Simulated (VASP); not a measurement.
Level of theory: rev-vdW-DF2, VASP's PBE PAW potentials (set 64) (plane waves; VASP).

The input files of a VASP run:

INCAR:
```
AGGAC = 0.0
ALGO = Normal
EDIFF = 1E-7
ENCUT = 520
GGA = MK
ISIF = 2
ISMEAR = 1
LASPH = .TRUE.
LCHARG = .FALSE.
LMAXMIX = 4
LREAL = .FALSE.
LUSE_VDW = .TRUE.
LWAVE = .FALSE.
NELM = 100
PARAM1 = 0.1234568
PARAM2 = 0.7114
PREC = Accurate
SIGMA = 0.1
SYSTEM = CoGa
ZAB_VDW = -1.8867
```

File POSCAR:
```
CoGa
1
    2.8593461109     0.0000000000     0.0000000000
    0.0000000000     2.8593461109     0.0000000000
    0.0000000000     0.0000000000     2.8593461109
Ga Co
1 1
Direct
  0.5000000000   0.5000000000   0.5000000000
  0.0000000000   0.0000000000   0.0000000000
```

File KPOINTS:
```
Automatic mesh
0
G
 13 13 13
```

POTCAR, in this order: Ga_d Co (PBE.64 set). Program: vasp_std.

Output

File OUTCAR:
```
 ion  position               nearest neighbor table
   1  0.500  0.500  0.500-   2 2.48   2 2.48   2 2.48   2 2.48   2 2.48   2 2.48   2 2.48   2 2.48
  LATTYP: Found a simple cubic cell.
 ALAT       =     2.8593461109
 Subroutine PRICEL returns:
 Original cell was already a primitive cell.
 Subroutine GETGRP returns: Found 48 space group operations
The static configuration has the point symmetry O_h .
The dynamic configuration has the point symmetry O_h .
 Subroutine INISYM returns: Found 48 space group operations
 Subroutine IBZKPT returns following result:
 Found     84 irreducible k-points:

 Following reciprocal coordinates:
            Coordinates               Weight
  0.000000  0.000000  0.000000      1.000000
  0.076923  0.000000  0.000000      6.000000
  0.153846  0.000000  0.000000      6.000000
  0.230769  0.000000  0.000000      6.000000
  0.307692  0.000000  0.000000      6.000000
  0.384615  0.000000  0.000000      6.000000
  0.461538  0.000000  0.000000      6.000000
  0.076923  0.076923  0.000000     12.000000
  0.153846  0.076923  0.000000     24.000000
  0.230769  0.076923  0.000000     24.000000
...
```

File OSZICAR:
```
       N       E                     dE             d eps       ncg     rms          rms(c)
DAV:   1     0.105935905285E+03    0.10594E+03   -0.10801E+04  2663   0.266E+03
DAV:   2    -0.120071871920E+01   -0.10714E+03   -0.10486E+03  2632   0.360E+02
DAV:   3    -0.624594031833E+01   -0.50452E+01   -0.50175E+01  2926   0.827E+01
DAV:   4    -0.632372158818E+01   -0.77781E-01   -0.77768E-01  3387   0.973E+00
DAV:   5    -0.632567498124E+01   -0.19534E-02   -0.19534E-02  3122   0.132E+00    0.953E+00
DAV:   6    -0.722190792813E+01   -0.89623E+00   -0.20870E+01  2879   0.617E+01    0.107E+01
DAV:   7    -0.539865785379E+01    0.18233E+01   -0.85075E+00  2639   0.456E+01    0.183E+00
DAV:   8    -0.537980462342E+01    0.18853E-01   -0.23032E-01  3050   0.544E+00    0.615E-01
DAV:   9    -0.537428162959E+01    0.55230E-02   -0.17103E-02  3501   0.212E+00    0.120E-01
DAV:  10    -0.537402737575E+01    0.25425E-03   -0.54119E-04  3417   0.342E-01    0.610E-02
DAV:  11    -0.537401949093E+01    0.78848E-05   -0.60893E-05  3489   0.138E-01    0.114E-02
DAV:  12    -0.537401895773E+01    0.53320E-06   -0.32421E-06  3377   0.304E-02    0.224E-03
DAV:  13    -0.537401886462E+01    0.93111E-07   -0.30030E-07  2531   0.860E-03
   1 F= -.53740189E+01 E0= -.53743402E+01  d E =0.963936E-03
```

### OUTCAR
```
------------------------ aborting loop because EDIFF is reached ----------------------------------------
  FORCE on cell =-STRESS in cart. coord.  units (eV):
  Direction    XX          YY          ZZ          XY          YZ          ZX
  --------------------------------------------------------------------------------------
  Total       -0.0008382     -0.0008382     -0.0008382     -0.0000000      0.0000000     -0.0000000
  in kB       -0.0574438     -0.0574438     -0.0574438     -0.0000000      0.0000000     -0.0000000
  external PRESSURE =      -0.0574438 kB  Pullay stress =       0.0000000 kB
  volume of cell :       23.38
      direct lattice vectors                 reciprocal lattice vectors
     2.859346111  0.000000000  0.000000000     0.349730309  0.000000000  0.000000000
     0.000000000  2.859346111  0.000000000     0.000000000  0.349730309  0.000000000
     0.000000000  0.000000000  2.859346111     0.000000000  0.000000000  0.349730309
 POSITION                                       TOTAL-FORCE (eV/Angst)
 -----------------------------------------------------------------------------------
      1.42967      1.42967      1.42967         0.000000      0.000000      0.000000
      0.00000      0.00000      0.00000         0.000000      0.000000      0.000000
 -----------------------------------------------------------------------------------
    total drift:                                0.000000      0.000000     -0.000000
  FREE ENERGIE OF THE ION-ELECTRON SYSTEM (eV)
  ---------------------------------------------------
  free  energy   TOTEN  =        -5.3740188646 eV

  energy  without entropy=       -5.3749828005  energy(sigma->0) =       -5.37434018
```
(Selected blocks of OUTCAR.)

The compound is CoGa in the CsCl type structure. It was relaxed first. The run is not spin-polarised, so no magnetic state was tried.
